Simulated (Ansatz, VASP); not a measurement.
# Si83Ge37 (amorphous Si0.7Ge0.3) in two plane-wave programs, part 2 of 2

One calculation is typed for both programs; each brings its own data sets. How far apart do they land? Of the first pair: The structure shown is the start of the Ansatz relaxation below; VASP solves that cell, so the two are compared at the walk's first step.

VASP 6.6.1 and Ansatz 0.2.0.

So far. Step 3 (VASP: single point, PBE, start cell, pair 1): The run ends at a pressure of -0.54 GPa, with forces up to 0.56 eV/Å.

## Step 5: Ansatz: relaxation, PBE

Level of this step: Ansatz beside VASP: Kohn-Sham DFT, plane waves, PBE (Ansatz).

This run makes the geometry at which the two programs are then compared.

The structure compared here is the end of the Ansatz relaxation.

Contents of input.yaml:

```yaml
crystal:
  lattice:
    - [13.7704, 0.0, 0.0]
    - [0.0, 13.7704, 0.0]
    - [0.0, 0.0, 13.7704]
  atoms:
    - { symbol: Si, position: [0.05671, 0.99556, 0.87271] }
    - { symbol: Si, position: [0.83497, 0.35468, 0.50196] }
    - { symbol: Si, position: [0.27851, 0.94266, 0.99116] }
    - { symbol: Si, position: [0.55967, 0.51857, 0.99304] }
[... 2 atom lines left out ...]
    - { symbol: Si, position: [0.78676, 0.61321, 0.68358] }
    - { symbol: Si, position: [0.55031, 0.62293, 0.84933] }
[... 2 atom lines left out ...]
    - { symbol: Si, position: [0.57888, 0.705, 0.36598] }
[... 1 atom line left out ...]
    - { symbol: Si, position: [0.70341, 0.46218, 0.45642] }
    - { symbol: Si, position: [0.62272, 0.46991, 0.82526] }
[... 1 atom line left out ...]
    - { symbol: Si, position: [0.49311, 0.37761, 0.75992] }
    - { symbol: Si, position: [0.39732, 0.4695, 0.01047] }
[... 1 atom line left out ...]
    - { symbol: Si, position: [0.18037, 0.75413, 0.4626] }
    - { symbol: Si, position: [0.7708, 0.7263, 0.80806] }
[... 8 atom lines left out ...]
    - { symbol: Si, position: [0.87784, 0.88634, 0.02734] }
    - { symbol: Si, position: [0.39865, 0.96656, 0.51004] }
[... 3 atom lines left out ...]
    - { symbol: Si, position: [0.79346, 0.19791, 0.57241] }
[... 1 atom line left out ...]
    - { symbol: Si, position: [0.24937, 0.13448, 0.6219] }
[... 1 atom line left out ...]
    - { symbol: Si, position: [0.87827, 0.48967, 0.74564] }
[... 1 atom line left out ...]
    - { symbol: Si, position: [0.82445, 0.82391, 0.18167] }
[... 5 atom lines left out ...]
    - { symbol: Si, position: [0.70244, 0.06993, 0.09475] }
[... 1 atom line left out ...]
    - { symbol: Si, position: [0.80897, 0.512, 0.11233] }
[... 1 atom line left out ...]
    - { symbol: Si, position: [0.98849, 0.51993, 0.87191] }
[... 1 atom line left out ...]
    - { symbol: Si, position: [0.52683, 0.97845, 0.40124] }
    - { symbol: Si, position: [0.19715, 0.3876, 0.48545] }
[... 2 atom lines left out ...]
    - { symbol: Si, position: [0.5612, 0.85975, 0.28719] }
    - { symbol: Si, position: [0.4405, 0.89556, 0.99821] }
[... 7 atom lines left out ...]
    - { symbol: Si, position: [0.03104, 0.96336, 0.04071] }
[... 4 atom lines left out ...]
    - { symbol: Si, position: [0.47735, 0.12369, 0.84569] }
[... 1 atom line left out ...]
    - { symbol: Si, position: [0.6911, 0.40265, 0.04052] }
[... 2 atom lines left out ...]
    - { symbol: Si, position: [0.30673, 0.13841, 0.79128] }
[... 2 atom lines left out ...]
    - { symbol: Si, position: [0.16191, 0.84688, 0.06368] }
    - { symbol: Si, position: [0.32908, 0.67233, 0.4911] }
[... 1 atom line left out ...]
    - { symbol: Si, position: [0.07972, 0.28118, 0.83918] }
[... 2 atom lines left out ...]
    - { symbol: Si, position: [0.06501, 0.23182, 0.38486] }
[... 2 atom lines left out ...]
    - { symbol: Ge, position: [0.6081, 0.6732, 0.07107] }
[... 3 atom lines left out ...]
    - { symbol: Ge, position: [0.40711, 0.66739, 0.33436] }
[... 1 atom line left out ...]
    - { symbol: Ge, position: [0.14283, 0.61327, 0.8594] }
    - { symbol: Ge, position: [0.25092, 0.88153, 0.71903] }
[... 6 atom lines left out ...]
    - { symbol: Ge, position: [0.13685, 0.74128, 0.73631] }
[... 1 atom line left out ...]
    - { symbol: Ge, position: [0.55529, 0.21725, 0.71704] }
[... 3 atom lines left out ...]
    - { symbol: Ge, position: [0.39107, 0.35979, 0.42896] }
    - { symbol: Ge, position: [0.62841, 0.89825, 0.59949] }
[... 1 atom line left out ...]
    - { symbol: Ge, position: [0.07853, 0.66619, 0.58067] }
    - { symbol: Ge, position: [0.1965, 0.50104, 0.64319] }
    - { symbol: Ge, position: [0.64306, 0.56425, 0.58922] }
[... 4 atom lines left out ...]
    - { symbol: Ge, position: [0.4419, 0.90364, 0.67286] }
    - { symbol: Ge, position: [0.58268, 0.72968, 0.53687] }
[... 1 atom line left out ...]
    - { symbol: Ge, position: [0.46374, 0.03668, 0.11453] }
kpoints:
  mp_grid: { grid: [1, 1, 1] }
hamiltonian:
  xc: pbe
scf:
  occupations: { method: fermi_dirac, width: 0.05 }
output:
  forces: true
  eigenvalues: true
relax:
  f_tol: 0.05
  max_steps: 90
```

On the command line:

```bash
$ ansatz run input.yaml --threads 4 --pin off --max-ram 8192MiB --backend cpu --events-out ev --progress --plain --runs-dir out
```

Numbers of over 12 decimals in the logs are rounded to 6 here.

Log:

```text
[...]
Crystal: 120 atoms, lattice volume = 2611.197 Å³
Basis set: ecut = 420 eV, 50883 PW (Γ), exchange–correlation on 192×192×192 points (8 copies of the dense FFT grid, shifted against one another)
Bands: 545, of which v1, the nominal top of the filled ones, is band 425 counted from 1 (424 counted from 0)
Symmetry: 1 space group operations
[...]
k-points: 1
[...]
- { symbol: Ge, position: [0.992580, 0.982119, 0.568350] }
    - { symbol: Ge, position: [0.607958, 0.673172, 0.071369] }
    - { symbol: Ge, position: [0.377369, 0.146722, 0.500666] }
    - { symbol: Ge, position: [0.051866, 0.071118, 0.307510] }
    - { symbol: Ge, position: [0.921952, 0.604226, 0.008562] }
    - { symbol: Ge, position: [0.407746, 0.667272, 0.333434] }
[...]
- { symbol: Ge, position: [0.441234, 0.905412, 0.672281] }
    - { symbol: Ge, position: [0.584033, 0.730843, 0.535616] }
    - { symbol: Ge, position: [0.112837, 0.229241, 0.561350] }
    - { symbol: Ge, position: [0.463707, 0.036696, 0.114301] }
```

## Step 6: VASP: single point, PBE, relaxed cell, pair 2

The same cell, functional, mesh and smearing now go to VASP, with its own data sets.

Contents of INCAR:

```
SYSTEM = Si83Ge37
PREC = Accurate
ENCUT = 410
EDIFF = 1E-06
NELM = 120
ISMEAR = -1
SIGMA = 0.05
LREAL = Auto
ALGO = Normal
GGA = PE
NBANDS = 512
LORBIT = 11
LWAVE = .FALSE.
LCHARG = .FALSE.
ISIF = 2
LASPH = .TRUE.
GGA_COMPAT = .FALSE.
EFERMI = MIDGAP
NCORE = 4
```

Contents of POSCAR:

```
Si83Ge37
1.0
   13.7704000000      0.0000000000      0.0000000000
    0.0000000000     13.7704000000      0.0000000000
    0.0000000000      0.0000000000     13.7704000000
Si Ge
83 37
Direct
    0.0569900000      0.9959700000      0.8729200000
    0.8342500000      0.3543400000      0.5019600000
    0.2788400000      0.9427700000      0.9912900000
    0.5604000000      0.5174900000      0.9943800000
[... 2 atom lines left out ...]
    0.7862700000      0.6128000000      0.6836100000
    0.5527700000      0.6228600000      0.8509500000
[... 2 atom lines left out ...]
    0.5795100000      0.7053100000      0.3650300000
[... 1 atom line left out ...]
    0.7029900000      0.4624500000      0.4566900000
    0.6224600000      0.4694300000      0.8271300000
[... 1 atom line left out ...]
    0.4929700000      0.3785000000      0.7596300000
    0.3974200000      0.4697300000      0.0102800000
[... 1 atom line left out ...]
    0.1802200000      0.7535400000      0.4624300000
    0.7716300000      0.7260800000      0.8080200000
[... 8 atom lines left out ...]
    0.3985100000      0.9669600000      0.5092600000
    0.4285300000      0.7416200000      0.6131600000
[... 3 atom lines left out ...]
    0.2789100000      0.5354400000      0.7922500000
[... 1 atom line left out ...]
    0.6606500000      0.9138500000      0.8671300000
[... 1 atom line left out ...]
    0.4452800000      0.7427400000      0.0802500000
[... 1 atom line left out ...]
    0.1777800000      0.6785700000      0.0157700000
[... 5 atom lines left out ...]
    0.7691000000      0.3820500000      0.8209400000
[... 1 atom line left out ...]
    0.3274900000      0.6160600000      0.0711400000
[... 1 atom line left out ...]
    0.4993400000      0.9546300000      0.8424700000
[... 1 atom line left out ...]
    0.1958300000      0.3872600000      0.4852800000
    0.0898100000      0.3594100000      0.6801000000
[... 2 atom lines left out ...]
    0.4408400000      0.8955400000      0.9977200000
    0.3517600000      0.3995600000      0.8588900000
[... 7 atom lines left out ...]
    0.3441600000      0.5011000000      0.5281600000
[... 4 atom lines left out ...]
    0.4794900000      0.5011600000      0.6411300000
[... 1 atom line left out ...]
    0.6449700000      0.7488100000      0.9168800000
[... 2 atom lines left out ...]
    0.2239800000      0.9993400000      0.8454900000
[... 2 atom lines left out ...]
    0.3291900000      0.6723800000      0.4895100000
    0.7466300000      0.8743400000      0.7259400000
[... 1 atom line left out ...]
    0.2460100000      0.2664800000      0.8829200000
[... 2 atom lines left out ...]
    0.4163000000      0.6287000000      0.7450800000
[... 2 atom lines left out ...]
    0.6079600000      0.6731700000      0.0713700000
[... 3 atom lines left out ...]
    0.4077500000      0.6672700000      0.3334300000
[... 1 atom line left out ...]
    0.1410600000      0.6131900000      0.8595800000
    0.2518800000      0.8818300000      0.7195000000
[... 6 atom lines left out ...]
    0.1374100000      0.7419000000      0.7365400000
[... 1 atom line left out ...]
    0.5550800000      0.2177500000      0.7170900000
[... 3 atom lines left out ...]
    0.3905500000      0.3604200000      0.4294700000
    0.6288000000      0.8989600000      0.5995000000
[... 1 atom line left out ...]
    0.0805900000      0.6631800000      0.5813700000
    0.1957100000      0.5014200000      0.6428700000
    0.6422600000      0.5651300000      0.5891600000
[... 4 atom lines left out ...]
    0.4412300000      0.9054100000      0.6722800000
    0.5840300000      0.7308400000      0.5356200000
[... 1 atom line left out ...]
    0.4637100000      0.0367000000      0.1143000000
```

Contents of KPOINTS:

```
Automatic mesh
0
Gamma
1 1 1
0 0 0
```

The projector-augmented-wave data sets are Si and Ge_d (PBE family, release 64).

On the command line:

```bash
$ mpirun -np 16 vasp_gam
```

Log:

```text
[... set-up lines as in an earlier step ...]
 entering main loop
       N       E                     dE             d eps       ncg     rms          rms(c)
DAV:   1     0.155991752430E+05    0.15599E+05   -0.27156E+05  1184   0.302E+03
DAV:   2     0.291872489584E+04   -0.12680E+05   -0.12310E+05  1024   0.794E+02
DAV:   3    -0.121332666433E+03   -0.30401E+04   -0.28526E+04  1168   0.247E+02
DAV:   4    -0.574124348812E+03   -0.45279E+03   -0.43057E+03  1264   0.965E+01
[...]
DAV:  18    -0.590132169893E+03   -0.32314E-05   -0.91424E-06  1200   0.140E-02    0.360E-03
DAV:  19    -0.590132171131E+03   -0.12376E-05   -0.34214E-06   880   0.644E-03    0.153E-03
DAV:  20    -0.590132171781E+03   -0.65044E-06   -0.10354E-06   728   0.409E-03
   1 F= -.59013217E+03 E0= -.59004608E+03  d E =-.172184E+00
```

From OUTCAR (step 6):

```text
  FREE ENERGIE OF THE ION-ELECTRON SYSTEM (eV)
  ---------------------------------------------------
  free  energy   TOTEN  =      -590.1321717811 eV

  energy  without entropy=     -589.9599878895  energy(sigma->0) =     -590.04607984

[... 1 part as in an earlier step ...]
```

The run ends at a pressure of -0.59 GPa, with forces up to 0.052 eV/Å.

## Step 7: Differences

Both answers:

| quantity | Ansatz | VASP | difference |
| --- | --- | --- | --- |
| gap on the k mesh (eV) | 0.113 | 0.113 | +0.001 |

At this near-relaxed geometry the largest component of a force difference is 9 meV/Å. A gap on the mesh is an upper bound, since the band edges may lie between its points.

## Step 8: Ansatz: single point, PBE, pair 3

A single point gives forces, pressure and levels at one fixed geometry, so differences don't come from the geometry; what else differs is listed under the comparison.

The cell is taken from a series of runs on this material, whose earlier steps may have relaxed, scaled, displaced or heated it; both programs get it as it stands.

Contents of input.yaml:

```yaml
crystal:
  lattice:
    - [13.7704, 0.0, 0.0]
    - [0.0, 13.7704, 0.0]
    - [0.0, 0.0, 13.7704]
  atoms:
    - { symbol: Si, position: [0.05453, 0.99024, 0.8669] }
    - { symbol: Si, position: [0.8206, 0.35062, 0.49745] }
    - { symbol: Si, position: [0.28681, 0.93604, 0.99205] }
    - { symbol: Si, position: [0.57568, 0.49871, 0.00953] }
    - { symbol: Si, position: [0.11395, 0.7668, 0.31196] }
    - { symbol: Si, position: [0.39453, 0.80701, 0.23299] }
    - { symbol: Si, position: [0.79742, 0.6096, 0.66827] }
    - { symbol: Si, position: [0.59475, 0.64174, 0.81831] }
    - { symbol: Si, position: [0.39476, 0.33071, 0.12464] }
    - { symbol: Si, position: [0.77474, 0.99572, 0.94819] }
    - { symbol: Si, position: [0.57478, 0.73165, 0.35605] }
    - { symbol: Si, position: [0.07029, 0.58068, 0.09918] }
    - { symbol: Si, position: [0.69948, 0.47392, 0.44733] }
    - { symbol: Si, position: [0.61767, 0.47204, 0.84732] }
    - { symbol: Si, position: [0.24771, 0.92747, 0.44703] }
    - { symbol: Si, position: [0.49417, 0.38127, 0.7687] }
    - { symbol: Si, position: [0.40837, 0.46259, 0.01841] }
    - { symbol: Si, position: [0.8941, 0.30031, 0.35029] }
    - { symbol: Si, position: [0.1932, 0.75691, 0.46554] }
    - { symbol: Si, position: [0.7514, 0.71645, 0.79013] }
    - { symbol: Si, position: [0.21972, 0.01771, 0.29319] }
    - { symbol: Si, position: [0.43996, 0.6254, 0.73888] }
    - { symbol: Si, position: [0.71642, 0.62652, 0.35173] }
    - { symbol: Si, position: [0.82577, 0.2947, 0.97556] }
    - { symbol: Si, position: [0.82534, 0.145, 0.87432] }
    - { symbol: Si, position: [0.84038, 0.17301, 0.11354] }
    - { symbol: Si, position: [0.48383, 0.12885, 0.30031] }
    - { symbol: Si, position: [0.22839, 0.85851, 0.22431] }
    - { symbol: Si, position: [0.87754, 0.87808, 0.02472] }
    - { symbol: Si, position: [0.3972, 0.99065, 0.50908] }
[... 84 atom lines left out ...]
    - { symbol: Ge, position: [0.57146, 0.3758, 0.38322] }
    - { symbol: Ge, position: [0.91634, 0.69978, 0.57313] }
    - { symbol: Ge, position: [0.43378, 0.90168, 0.66085] }
    - { symbol: Ge, position: [0.58645, 0.73672, 0.52836] }
    - { symbol: Ge, position: [0.10853, 0.23968, 0.56473] }
    - { symbol: Ge, position: [0.47512, 0.02936, 0.15726] }
kpoints:
  mp_grid: { grid: [1, 1, 1] }
hamiltonian:
  xc: pbe
scf:
  occupations: { method: fermi_dirac, width: 0.05 }
output:
  forces: true
```

On the command line:

```bash
$ ansatz run input.yaml --threads 4 --pin off --max-ram 8192MiB --backend cpu --events-out ev --progress --plain --runs-dir out
```

Log:

```text
[...]
Crystal: 120 atoms, lattice volume = 2611.197 Å³
Basis set: ecut = 420 eV, 50883 PW (Γ), exchange–correlation on 192×192×192 points (8 copies of the dense FFT grid, shifted against one another)
Bands: 540, of which v1, the nominal top of the filled ones, is band 420 counted from 1 (419 counted from 0)
Symmetry: 1 space group operations
[...]
k-points: 1
[...]
atom   5  Si     0.11223112    -0.13483620     0.05810823
  atom   6  Si     0.17775526     0.40558941     0.52294196
  atom   7  Si    -0.02715824    -0.31993317     0.08769515
  atom   8  Si    -0.29926382    -0.11451680    -0.06307376
[...]
atom 117  Ge    -0.36189169    -0.03447840    -0.25138716
  atom 118  Ge    -0.23246845    -0.02850457     0.04626414
  atom 119  Ge     0.17168390    -0.28824859     0.13423944
  atom 120  Ge     0.19690834     0.06063968    -0.69957247
  max |Σ_I F_I| component: 5.57e-5 eV/Å
[key lines of the parts left out:]
SCF converged after 10 iterations
Free energy (F): -207995.871208 eV
Fermi energy:    6.576705 eV
```

## Step 9: VASP: single point, PBE, pair 3

The same cell, functional, mesh and smearing now go to VASP, with its own data sets.

INCAR: that of step 6 with these lines changed.

```diff
@@ -1,2 +1,2 @@
-SYSTEM = Si83Ge37
+SYSTEM = Si7Ge3
 PREC = Accurate
@@ -17,3 +17,2 @@
 GGA_COMPAT = .FALSE.
-EFERMI = MIDGAP
 NCORE = 4
```

Contents of POSCAR:

```
Si7Ge3
1.0
   13.7704000000      0.0000000000      0.0000000000
    0.0000000000     13.7704000000      0.0000000000
    0.0000000000      0.0000000000     13.7704000000
Si Ge
84 36
Direct
    0.0545300000      0.9902400000      0.8669000000
    0.8206000000      0.3506200000      0.4974500000
    0.2868100000      0.9360400000      0.9920500000
    0.5756800000      0.4987100000      0.0095300000
    0.1139500000      0.7668000000      0.3119600000
    0.3945300000      0.8070100000      0.2329900000
    0.7974200000      0.6096000000      0.6682700000
    0.5947500000      0.6417400000      0.8183100000
    0.3947600000      0.3307100000      0.1246400000
    0.7747400000      0.9957200000      0.9481900000
    0.5747800000      0.7316500000      0.3560500000
    0.0702900000      0.5806800000      0.0991800000
    0.6994800000      0.4739200000      0.4473300000
    0.6176700000      0.4720400000      0.8473200000
    0.2477100000      0.9274700000      0.4470300000
    0.4941700000      0.3812700000      0.7687000000
    0.4083700000      0.4625900000      0.0184100000
    0.8941000000      0.3003100000      0.3502900000
    0.1932000000      0.7569100000      0.4655400000
    0.7514000000      0.7164500000      0.7901300000
    0.2197200000      0.0177100000      0.2931900000
    0.4399600000      0.6254000000      0.7388800000
    0.7164200000      0.6265200000      0.3517300000
    0.8257700000      0.2947000000      0.9755600000
    0.8253400000      0.1450000000      0.8743200000
    0.8403800000      0.1730100000      0.1135400000
    0.4838300000      0.1288500000      0.3003100000
    0.2283900000      0.8585100000      0.2243100000
    0.8775400000      0.8780800000      0.0247200000
    0.3972000000      0.9906500000      0.5090800000
[... 84 atom lines left out ...]
    0.5714600000      0.3758000000      0.3832200000
    0.9163400000      0.6997800000      0.5731300000
    0.4337800000      0.9016800000      0.6608500000
    0.5864500000      0.7367200000      0.5283600000
    0.1085300000      0.2396800000      0.5647300000
    0.4751200000      0.0293600000      0.1572600000
```

KPOINTS is that of step 6.

On the command line:

```bash
$ mpirun -np 16 vasp_gam
```

Log:

```text
[... set-up lines as in an earlier step ...]
 entering main loop
       N       E                     dE             d eps       ncg     rms          rms(c)
DAV:   1     0.150931331701E+05    0.15093E+05   -0.26360E+05  1184   0.294E+03
DAV:   2     0.282083532726E+04   -0.12272E+05   -0.11882E+05  1024   0.804E+02
DAV:   3    -0.141457957319E+03   -0.29623E+04   -0.27831E+04  1176   0.244E+02
DAV:   4    -0.570278194311E+03   -0.42882E+03   -0.40667E+03  1264   0.953E+01
[...]
DAV:  17    -0.586735962879E+03   -0.11738E-04   -0.25847E-05  1152   0.250E-02    0.434E-03
DAV:  18    -0.586735965826E+03   -0.29465E-05   -0.89392E-06  1056   0.116E-02    0.235E-03
DAV:  19    -0.586735966518E+03   -0.69226E-06   -0.19879E-06   864   0.710E-03
   1 F= -.58673597E+03 E0= -.58661308E+03  d E =-.245776E+00
```

OUTCAR, selected parts (step 9):

```text
  FREE ENERGIE OF THE ION-ELECTRON SYSTEM (eV)
  ---------------------------------------------------
  free  energy   TOTEN  =      -586.7359665182 eV

  energy  without entropy=     -586.4901906807  energy(sigma->0) =     -586.61307860
```

The gap is under twice the smearing width, so the edge states are partly filled and the run can't tell a small gap from a semimetal.

## Step 10: Side by side

Forces on 10 of the 120 atoms, those with the largest forces and the largest differences (eV/Å; atoms numbered as in POSCAR):

| atom | Ansatz x, y, z | VASP x, y, z |
| --- | --- | --- |
| Si6 | 0.178, 0.406, 0.523 | 0.176, 0.401, 0.520 |
| Si15 | 0.358, -0.313, 0.559 | 0.361, -0.311, 0.565 |
| Si42 | 0.311, 0.047, 0.574 | 0.309, 0.050, 0.574 |
| Si64 | 0.152, 0.271, -0.797 | 0.150, 0.273, -0.794 |
| Si66 | 0.390, 0.647, -0.162 | 0.390, 0.647, -0.163 |
| Ge91 | 0.517, 0.188, -0.202 | 0.517, 0.194, -0.195 |
| Ge92 | -0.225, 0.552, -0.221 | -0.230, 0.551, -0.224 |
| Ge106 | -0.136, 0.020, -0.018 | -0.142, 0.012, -0.027 |
| Ge108 | 0.066, 0.171, -0.339 | 0.075, 0.170, -0.336 |
| Ge120 | 0.197, 0.061, -0.700 | 0.197, 0.065, -0.697 |

The forces differ by 2.8 meV/Å r.m.s., which is 1.3 % of the r.m.s. force of 0.218 eV/Å (both taken over all components).

## Step 11: Results

| Quantity | Value |
| --- | --- |
| r.m.s. force difference (single point, PBE, start cell, pair 1) | 2.8 meV/Å |
| difference in gap on the k mesh (single point, PBE, relaxed cell, pair 2) | 6.4e-4 eV |
| r.m.s. force difference (single point, PBE, pair 3) | 1.3 % of the r.m.s. force |

What this shows: The r.m.s. force difference is 1.3 % of the r.m.s. force (single point, PBE, pair 3), within the 3 % picked in this series as the mark of a large difference. Such differences can come from data sets, numerical settings and the points named under the comparisons, not from the functional's error against experiment.

[Lines on the potential files, build, host, timing and source positions are cut from VASP's logs without a mark.]

[Logs are printed without paths, hosts, clocks, repeated set-up lines and the standing remarks that a program may print on its own settings, such as how far it seeks lower states.]

[Hosts, paths, dates, database ids (printed as entryN), source tags and the programs' standing remarks are cut or masked in the printed files.]
